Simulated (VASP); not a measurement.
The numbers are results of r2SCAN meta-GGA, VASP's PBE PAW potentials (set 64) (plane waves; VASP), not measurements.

Input for VASP

File KPOINTS:
```
Automatic mesh
0
Gamma
7 7 4
0 0 0
```

File POSCAR:
```
SnO2
1.0
  3.1959854987   0.0000000000   0.0000000000
 -1.5979927493   2.7678047417   0.0000000000
  0.0000000000   0.0000000000   4.8353083319
Sn O
1 2
direct
  0.0000000000   0.0000000000   0.0000000000
  0.3333330000   0.6666670000   0.2080780466
  0.6666670000   0.3333330000   0.7919219534
```

### INCAR
```
ENCUT = 520   ! plane-wave cut-off (eV)
LWAVE = .FALSE.
EDIFF = 1E-6   ! SCF stop (eV)
ISIF = 3   ! ions, shape and volume
LASPH = .TRUE.   ! aspherical one-centre terms
ISMEAR = 0   ! Gaussian
LREAL = .FALSE.   ! projection in real space or not
NSW = 60   ! most ionic steps
ALGO = Normal
IBRION = 2
NELM = 100   ! most electronic steps
SYSTEM = SnO2
METAGGA = R2SCAN
EDIFFG = -0.02   ! ionic stop
LCHARG = .FALSE.
LMIXTAU = .TRUE.
PREC = Accurate
LMAXMIX = 4
SIGMA = 0.05
```

POTCAR, in this order: Sn_d O (PBE.64 set). Program: vasp_std.

**Question.** Predict the energy per atom (σ→0), volume per atom.

**Answer.** 
```json
{
  "energy per atom (σ→0)": "-13.874 eV/atom",
  "volume_per_atom": "14.18 Å³/atom"
}
```

### OSZICAR
```
...
DAV:   1    -0.416266939272E+02   -0.44707E-02   -0.23808E-01  1008   0.518E+00    0.395E-01
DAV:   2    -0.416239450153E+02    0.27489E-02   -0.70587E-03  1208   0.123E+00    0.224E-01
DAV:   3    -0.416229299962E+02    0.10150E-02   -0.19707E-03  1223   0.771E-01    0.514E-02
DAV:   4    -0.416230831153E+02   -0.15312E-03   -0.69429E-04   998   0.339E-01    0.139E-02
DAV:   5    -0.416230945830E+02   -0.11468E-04   -0.28486E-04   961   0.207E-01    0.135E-02
DAV:   6    -0.416231875687E+02   -0.92986E-04   -0.43663E-05   975   0.749E-02    0.617E-03
DAV:   7    -0.416231867306E+02    0.83811E-06   -0.56658E-06   980   0.253E-02
   4 F= -.41623187E+02 E0= -.41623187E+02  d E =-.964477E-03
```

The structure was generated: SnO2 was put into the CdI2 type (P-3m1), which need not be its known phase. This run relaxes it. Symmetry was kept, so distortions that lower it aren't found. The start is the result of an earlier pass.
